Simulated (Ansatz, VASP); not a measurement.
**Two plane-wave programs on Ga4AsN3**

```xyz
8
Lattice="4.7023 0.0000 0.0000 0.0000 4.7023 0.0000 0.0000 0.0000 4.7023" Properties=species:S:1:pos:R:3 pbc="T T T"
N     2.3511    0.0000    0.0000
N     0.0000    2.3511    0.0000
N     0.0000    0.0000    2.3511
Ga    1.0674    3.6349    3.6349
Ga    3.6349    1.0674    3.6349
Ga    3.6349    3.6349    1.0674
Ga    1.0674    1.0674    1.0674
As    2.3511    2.3511    2.3511
```

Alike in both runs: task single point; functional r2SCAN; k mesh 4 × 4 × 4; occupations fermi-dirac, width 0.02 eV; no spin polarisation.

```csv
,VASP,Ansatz
version,VASP 6.6.1,Ansatz 0.2.0
potentials or method,"VASP PAW PBE potentials, release 64 (N, Ga_d, As)","plane waves, PAW"
plane-wave cutoff (eV),520,500
valence electrons in the cell,72,82
```

Ansatz gave:

- pressure (GPa): 10.3
- rms of the force components (eV/Å): 0.100

Problem. What did VASP give for the same quantities?

Solution. Pressure (GPa): 11.1; rms of the force components (eV/Å): 0.099.

The functional is the same, so the differences come from potentials, cutoffs and numerics. The two sets of potentials don't hold the same shells in valence.

Caveats: the PAW data sets were made with another functional, which shifts forces and pressure a little (VASP).
